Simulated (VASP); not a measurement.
An input for Quantum ESPRESSO's pw.x (written as the equivalent of a VASP run, and not itself run):

```
&CONTROL
  calculation = 'scf'
  pseudo_dir = './pseudo'
  outdir = './out'
  tprnfor = .true.
  tstress = .true.
/
&SYSTEM
  ibrav = 0
  nat = 6
  ntyp = 2
  ecutwfc = 84
  occupations = 'smearing'
  smearing = 'fermi-dirac'
  degauss = 0.009996
  input_dft = 'pbesol'
/
&ELECTRONS
  conv_thr = 7.3e-08
  electron_maxstep = 100
/
ATOMIC_SPECIES
  Ta 180.948 Ta.upf
  N 14.007 N.upf
CELL_PARAMETERS angstrom
     5.2762100    0.0000000    0.0000000
    -2.6381050    4.5693320    0.0000000
     0.0000000    0.0000000    2.9526420
ATOMIC_POSITIONS crystal
  Ta   0.0000000  0.0000000  0.0000000
  Ta   0.3333330  0.6666670  0.5000000
  Ta   0.6666670  0.3333330  0.5000000
  N    0.3923900  0.0000000  0.0000000
  N    0.6076100  0.6076100  0.0000000
  N    0.0000000  0.3923900  0.0000000
K_POINTS automatic
  7 7 11 0 0 0
```

Write the VASP files for the same calculation (PBEsol).

Several could match; the one computed here: 
File KPOINTS:
```
Automatic mesh
0
Gamma
7 7 11
0 0 0
```

File POSCAR:
```
TaN
5.276210
  1.0000000000   0.0000000000   0.0000000000
 -0.5000000000   0.8660254236   0.0000000000
  0.0000000000   0.0000000000   0.5596141928
Ta N
3 3
Cartesian
  0.0000000000   0.0000000000   0.0000000000
 -0.0000005000   0.5773505710   0.2798070964
  0.5000005000   0.2886748525   0.2798070964
  0.3923900000   0.0000000000   0.0000000000
  0.3038050000   0.5262057076   0.0000000000
 -0.1961950000   0.3398197159   0.0000000000
```

**INCAR**
```
# general
SYSTEM   =  TaN
PREC     =  Accurate
ENCUT    =  400
LREAL    =  .FALSE.
LASPH    =  .TRUE.

# electronic loop
EDIFF    =  1E-6
NELM     =  100
ALGO     =  Normal
LMAXMIX  =  6

# smearing
ISMEAR   =  -1
SIGMA    =  0.136

# functional
GGA      =  PS

# ions
ISIF     =  2

# output
LWAVE    =  .FALSE.
LCHARG   =  .FALSE.
```

POTCAR, in this order: Ta_pv N (PBE.64 set). Program: vasp_std.

Limits of the translation: the potentials are each code's own (VASP's PAW set, PseudoDojo norm-conserving files in pw.x), so ENCUT and ecutwfc are chosen apart and not converted; conv_thr bounds pw.x's estimated SCF error, while EDIFF bounds the energy change between steps.

The structure comes from a computed database's TaN entry; how it stands against other phases isn't given here. The cell was not relaxed at this level.
